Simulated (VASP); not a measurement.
Here is a VASP 6.6.1 calculation.

Contents of INCAR:

```
PREC     = Accurate       # precision mode
ENCUT    = 600            # plane-wave cutoff, eV
EDIFF    = 1E-6           # SCF threshold, eV
ISMEAR   = 1              # smearing method
SIGMA    = 0.1            # smearing width, eV
LREAL    = False          # projectors in reciprocal space
LASPH    = True           # aspherical terms in the spheres
NELM     = 80             # most SCF steps
ALGO     = Normal         # electronic algorithm
ISIF     = 3              # what is computed and relaxed
LWAVE    = False          # write WAVECAR
LCHARG   = False          # write CHGCAR
GGA      = PS             # functional
IBRION   = 2              # ionic algorithm
NSW      = 90             # ionic steps
EDIFFG   = -0.01          # ionic threshold
KPAR     = 2
```

The input KPOINTS:

```
regular mesh
0
Gamma
  10 10 10
```

The input POSCAR:

```
Al2Cu
1.0
   -3.0335000000      3.0335000000      2.4385000000
    3.0335000000     -3.0335000000      2.4385000000
    3.0335000000      3.0335000000     -2.4385000000
Al Cu
4 2
Direct
    0.6581000000      0.1581000000      0.8162000000
    0.1581000000      0.3419000000      0.5000000000
    0.3419000000      0.8419000000      0.1838000000
    0.8419000000      0.6581000000      0.5000000000
    0.2500000000      0.2500000000      0.0000000000
    0.7500000000      0.7500000000      0.0000000000
```

Potentials or basis: VASP PAW PBE potentials, release 64 (Al, Cu).

Run with:

```bash
$ cat potpaw_PBE.64/Al/POTCAR potpaw_PBE.64/Cu/POTCAR > POTCAR
$ mpirun -np 2 vasp_std > vasp.out
```

Problem. Predict the relaxed volume.

Solution. 14.50 Å³/atom.

Problem. What does it give for the relaxed cell?

Solution. a = 4.882 Å, b = 4.882 Å, c = 4.882 Å, α = 104.21°, β = 104.21°, γ = 120.59°.

Stress tensor (GPa, compression positive):
```
-0.07  0.00  0.00
 0.00 -0.07  0.00
 0.00  0.00  0.03
```

Caveat: the PAW data sets were made with another functional, which shifts forces and pressure a little.
